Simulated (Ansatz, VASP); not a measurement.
## W (Tungsten): VASP beside Ansatz

Wanted: the spread between two codes on one cell, functional and k mesh. The cell is taken from a series of runs on this material, whose earlier steps may have relaxed, scaled, displaced or heated it; both programs get it as it stands.

Main program and level: Ansatz 0.2.0; plane waves, with VASP 6.6.1 beside it; PBEsol and LDA.

## Step 1: The starting structure

Symmetry: Im-3m, No. 229, cubic system. Conventional cell: a = 3.193 Å, b = 3.193 Å, c = 3.193 Å, α = 90.00°, β = 90.00°, γ = 90.00°. Nearest to W lie 8 W at 2.76 Å.

Coordinates:

```xyz
1
Lattice="-1.5963 1.5963 1.5963 1.5963 -1.5963 1.5963 1.5963 1.5963 -1.5963" Properties=species:S:1:pos:R:3 pbc="T T T"
W     0.0000    0.0000    0.0000
```

## Step 2: VASP: elastic constants, PBEsol, pair 1

Elastic constants are differences of stresses under small strains, so they test the stress and the mesh.

Lines of VASP's logs that name or quote its potential files are left out, and so is its time.

INCAR reads:

```
SYSTEM = W
PREC = Accurate
ENCUT = 600
EDIFF = 1E-08
NELM = 120
ISMEAR = 0
SIGMA = 0.1
LREAL = .FALSE.
ALGO = Normal
GGA = PS
NBANDS = 9
LASPH = .TRUE.
LORBIT = 11
LWAVE = .FALSE.
LCHARG = .FALSE.
ISIF = 3
IBRION = 6
NFREE = 2
POTIM = 0.015
NSW = 1
GGA_COMPAT = .FALSE.
EFERMI = MIDGAP
KPAR = 2
```

POSCAR reads:

```
W
1.0
   -1.5963028235      1.5963028235      1.5963028235
    1.5963028235     -1.5963028235      1.5963028235
    1.5963028235      1.5963028235     -1.5963028235
W
1
Direct
    0.0000000000      0.0000000000      0.0000000000
```

KPOINTS reads:

```
Automatic mesh
0
Gamma
2 2 2
0 0 0
```

PAW data sets: W (PBE family, release 64).

Started as:

```console
$ mpirun -np 2 vasp_std
```

Numbers of over 12 decimals in the logs are rounded to 6 here.

The program printed:

```text
[banner, memory and clock lines left out]
running    2 mpi-ranks, on    1 nodes
 distrk:  each k-point on    1 cores,    2 groups
 distr:  one band on    1 cores,    1 groups

 POSCAR found type information on POSCAR W
 POSCAR found :  1 types and       1 ions
|                                                                             |
|               ----> ADVICE to this user running VASP <----                  |
|                                                                             |
|     You enforced a specific xc type in the INCAR file but a different       |
|     [... a line on the potential file left out ...]
|     I HOPE YOU KNOW WHAT YOU ARE DOING!                                     |
|                                                                             |

 LDA part: xc-table for (Slater+PW92), standard interpolation
 POSCAR, INCAR and KPOINTS ok, starting setup
 FFT: planning ... GRIDC
 FFT: planning ... GRID_SOFT
 FFT: planning ... GRID
 WAVECAR not read
 entering main loop
       N       E                     dE             d eps       ncg     rms          rms(c)
DAV:   1     0.118606449135E+02    0.11861E+02   -0.34724E+03    54   0.680E+02
DAV:   2    -0.140222611778E+02   -0.25883E+02   -0.25671E+02    74   0.140E+02
DAV:   3    -0.143762301838E+02   -0.35397E+00   -0.35387E+00    58   0.137E+01
DAV:   4    -0.143771740606E+02   -0.94388E-03   -0.94351E-03    55   0.884E-01
DAV:   5    -0.143771783274E+02   -0.42668E-05   -0.42669E-05    54   0.525E-02    0.250E+01
DAV:   6    -0.135419094809E+02    0.83527E+00   -0.50006E-01    54   0.457E+00    0.124E+01
DAV:   7    -0.131366696412E+02    0.40524E+00   -0.74118E-01    54   0.558E+00    0.130E+00
DAV:   8    -0.131307611350E+02    0.59085E-02   -0.30150E-03    55   0.350E-01    0.151E-01
DAV:   9    -0.131305491623E+02    0.21197E-03   -0.49896E-04    54   0.137E-01    0.204E-02
DAV:  10    -0.131305467392E+02    0.24231E-05   -0.33952E-06    54   0.212E-02    0.180E-02
DAV:  11    -0.131305469317E+02   -0.19254E-06   -0.12807E-07    53   0.245E-03    0.541E-04
DAV:  12    -0.131305470027E+02   -0.70989E-07   -0.59891E-09    36   0.816E-04    0.310E-04
DAV:  13    -0.131305470056E+02   -0.28961E-08   -0.85334E-10    27   0.234E-04
   1 F= -.13130547E+02 E0= -.13130547E+02  d E =-.273060E-11
[... from here on, the cycles between the ionic steps are left out ...]
   2 F= -.13111851E+02 E0= -.13111851E+02  d E =-.160892E-08
   3 F= -.13129268E+02 E0= -.13129268E+02  d E =-.437019E-08
   6 F= -.13111853E+02 E0= -.13111853E+02  d E =-.160960E-08
   7 F= -.13129270E+02 E0= -.13129270E+02  d E =-.436469E-08
   8 F= -.13130104E+02 E0= -.13130104E+02  d E =-.181717E-08
   9 F= -.13130104E+02 E0= -.13130104E+02  d E =-.181795E-08
  10 F= -.13130104E+02 E0= -.13130104E+02  d E =-.181918E-08
  11 F= -.13130104E+02 E0= -.13130104E+02  d E =-.181993E-08
  12 F= -.13130104E+02 E0= -.13130104E+02  d E =-.181909E-08
  13 F= -.13130104E+02 E0= -.13130104E+02  d E =-.181878E-08
  14 F= -.13130547E+02 E0= -.13130547E+02  d E =-.273023E-11
 Finite differences progress:
  Degree of freedom:   7/  7
  Displacement:        1/  2
  Total:              13/ 14
 bond charge predicted
       N       E                     dE             d eps       ncg     rms          rms(c)
DAV:   1    -0.131342831248E+02   -0.37363E-02   -0.20998E+00    56   0.721E+00    0.315E-01
DAV:   2    -0.131323411889E+02    0.19419E-02   -0.31358E-03    54   0.404E-01    0.196E-01
DAV:   3    -0.131305480995E+02    0.17931E-02   -0.30318E-03    54   0.302E-01    0.111E-02
DAV:   4    -0.131305437129E+02    0.43866E-05   -0.76968E-06    54   0.196E-02    0.691E-03
DAV:   5    -0.131305466087E+02   -0.28958E-05   -0.12264E-06    55   0.610E-03    0.545E-04
DAV:   6    -0.131305467266E+02   -0.11785E-06   -0.32261E-09    55   0.446E-04    0.241E-04
DAV:   7    -0.131305468171E+02   -0.90471E-07   -0.14515E-10    27   0.812E-05    0.607E-05
DAV:   8    -0.131305468169E+02    0.13961E-09   -0.79808E-12    27   0.322E-05
  15 F= -.13130547E+02 E0= -.13130547E+02  d E =-.273040E-11
 Finite differences progress:
  Degree of freedom:   7/  7
  Displacement:        2/  2
  Total:              14/ 14
```

From OUTCAR (step 2):

```text
ion  position               nearest neighbor table
   1  0.000  0.000  0.000-

  LATTYP: Found a body centered cubic cell.
 ALAT       =     3.1926056470

 Subroutine GETGRP returns: Found 48 space group operations
 (whereof 48 operations were pure point group operations)

The static configuration has the point symmetry O_h .

 Found      3 irreducible k-points:

   k-points           NKPTS =      3   k-points in BZ     NKDIM =      3   number of bands    NBANDS=      9

   dimension x,y,z NGX =    24 NGY =   24 NGZ =   24
   dimension x,y,z NGXF=    48 NGYF=   48 NGZF=   48

   ENCUT  =  600.0 eV  44.10 Ry    6.64 a.u.   5.52  5.52  5.52*2*pi/ulx,y,z

   NELECT =       6.0000    total number of electrons

 k-points in reciprocal lattice and weights: Automatic mesh
   0.00000000  0.00000000  0.00000000       0.125
   0.50000000  0.00000000  0.00000000       0.750
   0.50000000  0.50000000  0.50000000       0.125

 average (electrostatic) potential at core
       1 -38.9208

 E-fermi :   8.5611

 k-point     1 :       0.0000    0.0000    0.0000
  band No.  band energies     occupation
      1      -2.0454      2.00000
      2       5.8692      2.00000
      3       5.8692      2.00000
      4       5.8692      2.00000
      5       9.1696      0.00000
      6       9.1696      0.00000
      7      22.7038      0.00000
      8      22.7038      0.00000
      9      22.7038      0.00000

 k-point     2 :       0.5000    0.0000    0.0000
  band No.  band energies     occupation
      1       1.1977      2.00000
      2       3.7064      2.00000
      3       8.0413      2.00000
      4       9.0458      0.00000
      5       9.9299      0.00000
      6      12.7709      0.00000
      7      17.6601      0.00000
      8      19.3497      0.00000
    ...

 k-point     3 :       0.5000    0.5000    0.5000
  band No.  band energies     occupation
      1       1.6432      2.00000
      2       1.6432      2.00000
      3      11.8670      0.00000
      4      11.8670      0.00000
      5      11.8670      0.00000
      6      15.5416      0.00000
      7      15.5416      0.00000
    ...

  Total       -0.6033819     -0.6033819     -0.6033819     -0.0000000      0.0000000     -0.0000000
  in kB      -59.4151289    -59.4151289    -59.4151289     -0.0000000      0.0000000     -0.0000000
  external PRESSURE =     -59.4151289 kB  Pullay stress =       0.0000000 kB

  energy-cutoff  :      600.00
  volume of cell :       16.27
      direct lattice vectors                 reciprocal lattice vectors
    -1.596302824  1.596302824  1.596302824     0.000000000  0.313223777  0.313223777
     1.596302824 -1.596302824  1.596302824     0.313223777  0.000000000  0.313223777
     1.596302824  1.596302824 -1.596302824     0.313223777  0.313223777  0.000000000

 POSITION                                       TOTAL-FORCE (eV/Angst)
 -----------------------------------------------------------------------------------
     -0.01500      0.00000      0.00000        -0.000000      0.000000      0.000000
 -----------------------------------------------------------------------------------
    total drift:                               -0.000000     -0.000000     -0.000000

  FREE ENERGIE OF THE ION-ELECTRON SYSTEM (eV)
  ---------------------------------------------------
  free  energy   TOTEN  =       -13.1305468169 eV

  energy  without entropy=      -13.1305468169  energy(sigma->0) =      -13.13054682

  SYMMETRIZED ELASTIC MODULI (kBar)
 Direction    XX          YY          ZZ          XY          YZ          ZX
 --------------------------------------------------------------------------------
 XX        8803.9384    737.9071    737.9071      0.0000     -0.0000     -0.0000
 YY         737.9071   8803.9384    737.9071     -0.0000      0.0000      0.0000
 ZZ         737.9071    737.9071   8803.9384     -0.0000      0.0000     -0.0000
 XY           0.0000     -0.0000     -0.0000    397.5670      0.0000      0.0000
 YZ          -0.0000      0.0000      0.0000      0.0000    397.5670      0.0000
 ZX          -0.0000      0.0000     -0.0000      0.0000      0.0000    397.5670
 --------------------------------------------------------------------------------

 Eigenvectors and eigenvalues of the dynamical matrix
 ----------------------------------------------------

   1 f/i=    0.000000 THz     0.000000 2PiTHz    0.000000 cm-1     0.000000 meV
             X         Y         Z           dx          dy          dz
      0.000000  0.000000  0.000000     0.000000    1.000000    0.000000

   2 f/i=    0.000000 THz     0.000000 2PiTHz    0.000000 cm-1     0.000000 meV
             X         Y         Z           dx          dy          dz
      0.000000  0.000000  0.000000     1.000000    0.000000    0.000000

   3 f/i=    0.000000 THz     0.000000 2PiTHz    0.000000 cm-1     0.000000 meV
             X         Y         Z           dx          dy          dz
      0.000000  0.000000  0.000000     0.000000    0.000000    1.000000

 ELASTIC MODULI CONTR FROM IONIC RELAXATION (kBar)
 Direction    XX          YY          ZZ          XY          YZ          ZX
 --------------------------------------------------------------------------------
 XX           0.0000      0.0000      0.0000      0.0000      0.0000      0.0000
 YY           0.0000      0.0000      0.0000      0.0000      0.0000      0.0000
 ZZ           0.0000      0.0000      0.0000      0.0000      0.0000      0.0000
 XY           0.0000      0.0000      0.0000      0.0000      0.0000      0.0000
 YZ           0.0000      0.0000      0.0000      0.0000      0.0000      0.0000
 ZX           0.0000      0.0000      0.0000      0.0000      0.0000      0.0000
 --------------------------------------------------------------------------------

 TOTAL ELASTIC MODULI (kBar)
 Direction    XX          YY          ZZ          XY          YZ          ZX
 --------------------------------------------------------------------------------
 XX        8803.9384    737.9071    737.9071      0.0000     -0.0000     -0.0000
 YY         737.9071   8803.9384    737.9071     -0.0000      0.0000      0.0000
 ZZ         737.9071    737.9071   8803.9384     -0.0000      0.0000     -0.0000
 XY           0.0000     -0.0000     -0.0000    397.5670      0.0000      0.0000
 YZ          -0.0000      0.0000      0.0000      0.0000    397.5670      0.0000
 ZX          -0.0000      0.0000     -0.0000      0.0000      0.0000    397.5670
 --------------------------------------------------------------------------------

 total charge
# of ion       s       p       d       tot
------------------------------------------
    1        0.575   1.139   3.785   5.498
```

CONTCAR:

```
W
   1.00000000000000
    -1.5963028235000001    1.5963028235000001    1.5963028235000001
     1.5963028235000001   -1.5963028235000001    1.5963028235000001
     1.5963028235000001    1.5963028235000001   -1.5963028235000001
  W
     1
Direct
     0.0000000000000000   -0.0046983566586418   -0.0046983566586418
```

Levels, forces or a CONTCAR printed for this step are those of its last displaced cell, not of the structure at rest.

(Continued in part 2 of 3.)

[Lines on the potential files, build, host, timing and source positions are cut from VASP's logs without a mark.]

[Logs are printed without paths, hosts, clocks, repeated set-up lines and the standing remarks that a program may print on its own settings, such as how far it seeks lower states.]

[Hosts, paths, dates, database ids (printed as entryN), source tags and the programs' standing remarks are cut or masked in the printed files.]
